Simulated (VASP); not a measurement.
Here is the system:

```yaml
crystal:
  lattice:
    - [2.55103, 0.00000, 0.00000]
    - [0.00000, 2.55103, 0.00000]
    - [0.00000, 0.00000, 2.55103]
  atoms:
    - { symbol: Re, position: [0.00000, 0.00000, 0.00000] }
```

Calculation: PBEsol GGA, VASP's PBE PAW potentials (set 64) (plane waves; VASP). Run with 400 eV cut-off, 16×16×16 Γ-centred mesh, tetrahedra with Blöchl corrections, potentials Re.

Unless said otherwise, spin-orbit coupling is left out, though it shifts the bands of the heavy elements here.

Predict the energy per atom (σ→0), band gap (on the k-mesh) with the smallest direct gap where there is one.

```
Property                                                     Value
------------------------  ----------------------------------------
band gap (on the k-mesh)  none (metal, semimetal or under 0.01 eV)
energy per atom (σ→0)                              -11.931 eV/atom
```

The absolute energy has meaning only against runs of the same code, potentials and settings.

The structure was generated: Re was put into the simple-cubic type (Pm-3m), which need not be its known phase. It was relaxed first.
